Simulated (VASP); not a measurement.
Output of a VASP run:

File OSZICAR:
```
       N       E                     dE             d eps       ncg     rms          rms(c)
DAV:   1     0.623959622680E+03    0.62396E+03   -0.23290E+04  2800   0.190E+03
DAV:   2    -0.222894849272E+02   -0.64625E+03   -0.62685E+03  3224   0.573E+02
DAV:   3    -0.121029987808E+03   -0.98741E+02   -0.97656E+02  4204   0.209E+02
DAV:   4    -0.126361379004E+03   -0.53314E+01   -0.53250E+01  3976   0.469E+01
DAV:   5    -0.126589831742E+03   -0.22845E+00   -0.22837E+00  3928   0.797E+00    0.322E+01
DAV:   6    -0.773706725026E+02    0.49219E+02   -0.12594E+02  3552   0.129E+02    0.104E+01
DAV:   7    -0.742181572711E+02    0.31525E+01   -0.24415E+01  3048   0.401E+01    0.686E+00
DAV:   8    -0.714500755246E+02    0.27681E+01   -0.72650E+00  3996   0.223E+01    0.379E+00
DAV:   9    -0.724801514209E+02   -0.10301E+01   -0.11961E+00  3172   0.102E+01    0.241E+00
DAV:  10    -0.730868695282E+02   -0.60672E+00   -0.20434E+00  4396   0.148E+01    0.246E+00
DAV:  11    -0.726685853545E+02    0.41828E+00   -0.74788E-01  4312   0.874E+00    0.720E-01
DAV:  12    -0.728567212710E+02   -0.18814E+00   -0.21077E-01  3392   0.468E+00    0.505E-01
DAV:  13    -0.728439031341E+02    0.12818E-01   -0.16678E-02  4092   0.131E+00    0.379E-01
DAV:  14    -0.728464103235E+02   -0.25072E-02   -0.38921E-03  3312   0.707E-01    0.296E-01
DAV:  15    -0.728436469653E+02    0.27634E-02   -0.23670E-03  3300   0.488E-01    0.926E-02
DAV:  16    -0.728435408412E+02    0.10612E-03   -0.83982E-04  4736   0.190E-01    0.607E-02
DAV:  17    -0.728435530100E+02   -0.12169E-04   -0.31518E-04  3704   0.172E-01    0.262E-02
DAV:  18    -0.728435346738E+02    0.18336E-04   -0.51416E-05  3780   0.605E-02    0.757E-03
DAV:  19    -0.728435447782E+02   -0.10104E-04   -0.18980E-05  4476   0.414E-02    0.521E-03
DAV:  20    -0.728435513616E+02   -0.65834E-05   -0.50719E-06  3928   0.165E-02    0.193E-03
DAV:  21    -0.728435480576E+02    0.33040E-05   -0.36006E-07  2964   0.637E-03    0.156E-03
DAV:  22    -0.728435450487E+02    0.30089E-05   -0.18486E-07  1996   0.542E-03    0.567E-04
DAV:  23    -0.728435445763E+02    0.47239E-06   -0.29735E-08  1876   0.213E-03    0.527E-04
DAV:  24    -0.728435445572E+02    0.19120E-07   -0.14353E-08  1796   0.134E-03
   1 F= -.72843545E+02 E0= -.72843545E+02  d E =0.000000E+00
       N       E                     dE             ncg
       N       E                     dE             ncg
```

File OUTCAR:
```
------------------------ aborting loop because EDIFF is reached ----------------------------------------
  FORCE on cell =-STRESS in cart. coord.  units (eV):
  Direction    XX          YY          ZZ          XY          YZ          ZX
  --------------------------------------------------------------------------------------
  Total       -0.0159825     -0.0159825      0.0290420      0.0000000      0.0000000      0.0000000
  in kB       -0.4072449     -0.4072449      0.7400076      0.0000000      0.0000000      0.0000000
  external PRESSURE =      -0.0248274 kB  Pullay stress =       0.0000000 kB
  volume of cell :       62.88
      direct lattice vectors                 reciprocal lattice vectors
     4.606124199  0.000000000  0.000000000     0.217102266  0.000000000  0.000000000
     0.000000000  4.606124199  0.000000000     0.000000000  0.217102266  0.000000000
     0.000000000  0.000000000  2.963666117     0.000000000  0.000000000  0.337419925
 POSITION                                       TOTAL-FORCE (eV/Angst)
 -----------------------------------------------------------------------------------
      0.00000      0.00000      0.00000         0.000000     -0.000000      0.000000
      2.30306      2.30306      1.48183         0.000000     -0.000000      0.000000
      1.40164      1.40164      0.00000         0.003050      0.003050      0.000000
      3.70471      0.90142      1.48183         0.003050     -0.003050      0.000000
      0.90142      3.70471      1.48183        -0.003050      0.003050      0.000000
      3.20448      3.20448      0.00000        -0.003050     -0.003050     -0.000000
 -----------------------------------------------------------------------------------
    total drift:                                0.000000      0.000000      0.000000
  FREE ENERGIE OF THE ION-ELECTRON SYSTEM (eV)
  ---------------------------------------------------
  free  energy   TOTEN  =       -72.8435445572 eV

  energy  without entropy=      -72.8435445572  energy(sigma->0) =      -72.84354456

 total charge

# of ion       s       p       d       tot
------------------------------------------
    1        2.219   6.301   1.628  10.147
    2        2.219   6.301   1.628  10.147
    3        1.599   3.524   0.000   5.123
    4        1.599   3.524   0.000   5.123
    5        1.599   3.524   0.000   5.123
    6        1.599   3.524   0.000   5.123
--------------------------------------------------
tot         10.832  26.698   3.256  40.786

 Electric field gradients after diagonalization (V/A^2)
 (convention: |V_zz| > |V_xx| > |V_yy|)
----------------------------------------------------------------------
 ion       V_xx      V_yy      V_zz     asymmetry (V_yy - V_xx)/ V_zz
----------------------------------------------------------------------
   1      12.431    10.830   -23.262       0.069
   2      12.431    10.830   -23.262       0.069
   3      23.660     0.788   -24.448       0.936
   4      23.660     0.788   -24.448       0.936
   5      23.660     0.788   -24.448       0.936
   6      23.660     0.788   -24.448       0.936
```
(Selected blocks of OUTCAR.)

### POSCAR
```
TiO2
1
    4.6061241995    -0.0000000000     0.0000000000
    0.0000000000     4.6061241995     0.0000000000
    0.0000000000     0.0000000000     2.9636661168
Ti O
2 4
Direct
  0.0000000000   0.0000000000   0.0000000000
  0.5000000000   0.5000000000   0.5000000000
  0.3042998600   0.3042998600   0.0000000000
  0.8042998600   0.1957001400   0.5000000000
  0.1957001400   0.8042998600   0.5000000000
  0.6957001400   0.6957001400   0.0000000000
```

Write an INCAR and KPOINTS that could have produced this output.

This is not unique; one that fits is the input of the run itself, MS2 meta-GGA, plane waves, VASP's PBE PAW potentials (set 64).

**KPOINTS_OPT**
```
k-points along high-symmetry lines
6
Line-mode
Reciprocal
  0.000000   0.000000   0.000000 ! GAMMA
  0.000000   0.500000   0.000000 ! X

  0.000000   0.500000   0.000000 ! X
  0.500000   0.500000   0.000000 ! M

  0.500000   0.500000   0.000000 ! M
  0.000000   0.000000   0.000000 ! GAMMA

  0.000000   0.000000   0.000000 ! GAMMA
  0.000000   0.000000   0.500000 ! Z

  0.000000   0.000000   0.500000 ! Z
  0.000000   0.500000   0.500000 ! R

  0.000000   0.500000   0.500000 ! R
  0.500000   0.500000   0.500000 ! A

  0.500000   0.500000   0.500000 ! A
  0.000000   0.000000   0.500000 ! Z

  0.000000   0.500000   0.000000 ! X
  0.000000   0.500000   0.500000 ! R

  0.500000   0.500000   0.000000 ! M
  0.500000   0.500000   0.500000 ! A
```

**KPOINTS**
```
Automatic mesh
0
Gamma
6 6 8
0 0 0
```

**INCAR**
```
ENCUT = 520   ! plane-wave cut-off (eV)
NELM = 100   ! most electronic steps
LEFG = .True.
LCHARG = .False.
LREAL = .False.   ! projection in real space or not
ALGO = Normal
EDIFF = 1E-7   ! SCF stop (eV)
ISIF = 2
NEDOS = 601
LWAVE = .False.
LMAXMIX = 4   ! l cut-off of mixed one-centre charges
LASPH = .True.   ! aspherical one-centre terms
LMIXTAU = .True.
LORBIT = 11
ISMEAR = -5   ! tetrahedra, Bloechl
PREC = Accurate
SYSTEM = TiO2
METAGGA = MS2
```

POTCAR, in this order: Ti_sv O (PBE.64 set). Program: vasp_std.

The compound is TiO2 in the rutile structure. It was relaxed first.
